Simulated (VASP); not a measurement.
All values below come from PBEsol GGA, VASP's PBE PAW potentials (set 64) (plane waves; VASP).

VASP ran on this input.

INCAR:
```
# general
SYSTEM  = PbO monolayer
PREC    = Normal
ENCUT   = 500   # plane-wave cut-off (eV)
LREAL   = F
LASPH   = T

# electronic loop
EDIFF   = 1E-5   # SCF stop (eV)
NELM    = 100   # most electronic steps
NELMIN  = 4
ALGO    = Normal
LMAXMIX = 4

# smearing
ISMEAR  = 0   # Gaussian
SIGMA   = 0.05   # width (eV)

# functional
GGA     = PS

# ions
IBRION  = 2   # conjugate gradients
NSW     = 50   # most ionic steps
ISIF    = 4   # ions and shape, fixed volume
EDIFFG  = -0.03

# output
LWAVE   = T
LCHARG  = F
```

POSCAR:
```
PbO monolayer
1.0
  3.9897546468   0.0000000000   0.0000000000
  0.0000000000   3.9897546468   0.0000000000
  0.0000000000   0.0000000000  18.4036055080
Pb O
2 2
Cart
  1.9948773234   0.0000000000   8.0192606785
  0.0000000000   1.9948773234  10.3843448295
  1.9948773234   1.9948773234   9.2018027540
  0.0000000000   0.0000000000   9.2018027540
```

**KPOINTS**
```
Automatic mesh
0
Gamma
12 12 1
0 0 0
```

POTCAR, in this order: Pb_d O (PBE.64 set). Program: vasp_std.

The run wrote:

**OSZICAR**
```
       N       E                     dE             d eps       ncg     rms          rms(c)
DAV:   1     0.440233618379E+03    0.44023E+03   -0.17269E+04  1392   0.135E+03
DAV:   2     0.429178262742E+02   -0.39732E+03   -0.39261E+03  1664   0.383E+02
DAV:   3    -0.253816365534E+02   -0.68299E+02   -0.67410E+02  1928   0.181E+02
DAV:   4    -0.273420445574E+02   -0.19604E+01   -0.19600E+01  1584   0.406E+01
DAV:   5    -0.273936587794E+02   -0.51614E-01   -0.51609E-01  1912   0.560E+00    0.118E+01
DAV:   6    -0.229203678139E+02    0.44733E+01   -0.33374E+01  2112   0.445E+01    0.506E+00
DAV:   7    -0.228345473880E+02    0.85820E-01   -0.28693E+00  1656   0.121E+01    0.292E+00
DAV:   8    -0.227990177239E+02    0.35530E-01   -0.16580E+00  2120   0.105E+01    0.203E+00
DAV:   9    -0.227061433941E+02    0.92874E-01   -0.52176E-01  2152   0.623E+00    0.415E-01
DAV:  10    -0.227181317802E+02   -0.11988E-01   -0.40558E-02  1736   0.138E+00    0.204E-01
DAV:  11    -0.227159498865E+02    0.21819E-02   -0.30342E-02  2224   0.128E+00    0.233E-01
DAV:  12    -0.227164148415E+02   -0.46496E-03   -0.54893E-03  1832   0.967E-01    0.710E-02
DAV:  13    -0.227171456610E+02   -0.73082E-03   -0.32387E-03  1896   0.344E-01    0.101E-01
DAV:  14    -0.227173660312E+02   -0.22037E-03   -0.12334E-03  2000   0.382E-01    0.367E-02
DAV:  15    -0.227174893727E+02   -0.12334E-03   -0.12615E-04  1896   0.886E-02    0.127E-02
DAV:  16    -0.227176206035E+02   -0.13123E-03   -0.22716E-04  1776   0.164E-01    0.239E-02
DAV:  17    -0.227176603293E+02   -0.39726E-04   -0.10012E-04  1640   0.114E-01    0.490E-03
DAV:  18    -0.227177707703E+02   -0.11044E-03   -0.20122E-05  1160   0.317E-02    0.795E-03
DAV:  19    -0.227178159693E+02   -0.45199E-04   -0.77855E-06  1112   0.307E-02    0.591E-03
DAV:  20    -0.227178335268E+02   -0.17558E-04   -0.67728E-06  1120   0.200E-02    0.451E-04
DAV:  21    -0.227178367980E+02   -0.32711E-05   -0.14377E-06  1176   0.950E-03
   1 F= -.22717837E+02 E0= -.22717837E+02  d E =-.227178E+02
       N       E                     dE             d eps       ncg     rms          rms(c)
DAV:   1    -0.227190988640E+02   -0.12653E-02   -0.61352E-01  1576   0.502E+00    0.260E-01
DAV:   2    -0.227199250188E+02   -0.82615E-03   -0.29168E-02  2112   0.173E+00    0.152E-01
DAV:   3    -0.227193239764E+02    0.60104E-03   -0.11738E-03  1976   0.350E-01    0.561E-02
DAV:   4    -0.227192133580E+02    0.11062E-03   -0.26748E-04  2056   0.162E-01    0.113E-02
DAV:   5    -0.227192110313E+02    0.23267E-05   -0.29503E-05  1408   0.521E-02
   2 F= -.22719211E+02 E0= -.22719211E+02  d E =-.137423E-02
       N       E                     dE             d eps       ncg     rms          rms(c)
DAV:   1    -0.227191864213E+02    0.26937E-04   -0.23631E-01  1584   0.311E+00    0.161E-01
DAV:   2    -0.227194715737E+02   -0.28515E-03   -0.11199E-02  2192   0.109E+00    0.946E-02
DAV:   3    -0.227192287554E+02    0.24282E-03   -0.45337E-04  1952   0.218E-01    0.354E-02
DAV:   4    -0.227191796676E+02    0.49088E-04   -0.11419E-04  1888   0.106E-01    0.757E-03
DAV:   5    -0.227191822562E+02   -0.25886E-05   -0.17332E-05  1224   0.403E-02
   3 F= -.22719182E+02 E0= -.22719182E+02  d E =-.134546E-02
       N       E                     dE             d eps       ncg     rms          rms(c)
DAV:   1    -0.227192563297E+02   -0.76662E-04   -0.48956E-02  1568   0.141E+00    0.733E-02
DAV:   2    -0.227193397963E+02   -0.83467E-04   -0.22999E-03  2112   0.500E-01    0.430E-02
DAV:   3    -0.227193023936E+02    0.37403E-04   -0.90163E-05  1976   0.988E-02    0.156E-02
DAV:   4    -0.227193005649E+02    0.18287E-05   -0.15078E-05  1128   0.457E-02
   4 F= -.22719301E+02 E0= -.22719301E+02  d E =-.146377E-02
```

### OUTCAR
```
------------------------ aborting loop because EDIFF is reached ----------------------------------------
  FORCE on cell =-STRESS in cart. coord.  units (eV):
  Direction    XX          YY          ZZ          XY          YZ          ZX
  --------------------------------------------------------------------------------------
  Total       -0.2464596     -0.2464596     -0.1800145      0.0000000     -0.0000000      0.0000000
  in kB       -1.3479102     -1.3479102     -0.9845159      0.0000000     -0.0000000      0.0000000
  external PRESSURE =      -1.2267788 kB  Pullay stress =       0.0000000 kB
  volume of cell :      292.95
      direct lattice vectors                 reciprocal lattice vectors
     3.983261426  0.000000000  0.000000000     0.251050557  0.000000000  0.000000000
     0.000000000  3.983261426 -0.000000000     0.000000000  0.251050557 -0.000000000
     0.000000000  0.000000000 18.463654834     0.000000000  0.000000000  0.054160458
 POSITION                                       TOTAL-FORCE (eV/Angst)
 -----------------------------------------------------------------------------------
      1.99163      0.00000      8.03728         0.000000      0.000000      0.022244
      0.00000      1.99163     10.42637         0.000000     -0.000000     -0.022244
      1.99163      1.99163      9.23183         0.000000     -0.000000      0.000000
      0.00000      0.00000      9.23183         0.000000     -0.000000      0.000000
 -----------------------------------------------------------------------------------
    total drift:                                0.000000      0.000000      0.000000
  FREE ENERGIE OF THE ION-ELECTRON SYSTEM (eV)
  ---------------------------------------------------
  free  energy   TOTEN  =       -22.7193005649 eV

  energy  without entropy=      -22.7193005649  energy(sigma->0) =      -22.71930056

 reached required accuracy - stopping structural energy minimisation
```
(Selected blocks of OUTCAR.)

### CONTCAR
```
PbO monolayer
   1.00000000000000
     3.9832614255217944    0.0000000000000000    0.0000000000000000
     0.0000000000000000    3.9832614255217944   -0.0000000000000000
     0.0000000000000000    0.0000000000000000   18.4636548339708604
  Pb              O
     2     2
Direct
     0.5000000000000000    0.0000000000000000    0.4353029643666279
     0.0000000000000000    0.5000000000000000    0.5646970356333720
     0.5000000000000000    0.5000000000000000    0.5000000000000000
     0.0000000000000000    0.0000000000000000    0.5000000000000000
```

File OUTCAR:
```
 val. band max:       -2.1638739459   @ k =   0.0000   0.0000   0.0000

 cond. band min:       0.4226442674   @ k =   0.0000   0.0000   0.0000


 Fermi energy:        -1.9323784257

 k-point     1 :       0.0000    0.0000    0.0000
  band No.  band energies     occupation
      1     -19.9031      2.00000
      2     -19.3601      2.00000
      3     -17.5485      2.00000
      4     -17.5485      2.00000
      5     -17.5196      2.00000
      6     -17.4892      2.00000
      7     -17.4062      2.00000
      8     -17.3802      2.00000
      9     -17.3802      2.00000
     10     -17.3583      2.00000
     11     -17.3376      2.00000
     12     -15.9599      2.00000
     13      -9.5192      2.00000
     14      -7.1806      2.00000
     15      -5.8134      2.00000
     16      -5.8134      2.00000
     17      -3.3336      2.00000
     18      -3.2701      2.00000
     19      -3.2701      2.00000
     20      -2.1639      2.00000
     21       0.4226      0.00000
     22       0.4874      0.00000
     23       2.3777      0.00000
     24       2.6956      0.00000

 k-point     2 :       0.0833    0.0000    0.0000
  band No.  band energies     occupation
      1     -19.8889      2.00000
      2     -19.3658      2.00000
      3     -17.5476      2.00000
      4     -17.5453      2.00000
      5     -17.5152      2.00000
      6     -17.4843      2.00000
      7     -17.4173      2.00000
      8     -17.3829      2.00000
      9     -17.3725      2.00000
     10     -17.3386      2.00000
     11     -17.3353      2.00000
     12     -15.9779      2.00000
     13      -9.5126      2.00000
     14      -7.2376      2.00000
     15      -5.8281      2.00000
     16      -5.7736      2.00000
     17      -3.5015      2.00000
     18      -3.3183      2.00000
     19      -3.2125      2.00000
     20      -2.1681      2.00000
     21       0.5601      0.00000
     22       0.6421      0.00000
     23       2.4443      0.00000
     24       2.7697      0.00000
...
```

Unless said otherwise, spin-orbit coupling is left out, though it shifts the bands of the heavy elements here.

The cell is a sheet with vacuum, built from PbO (litharge).
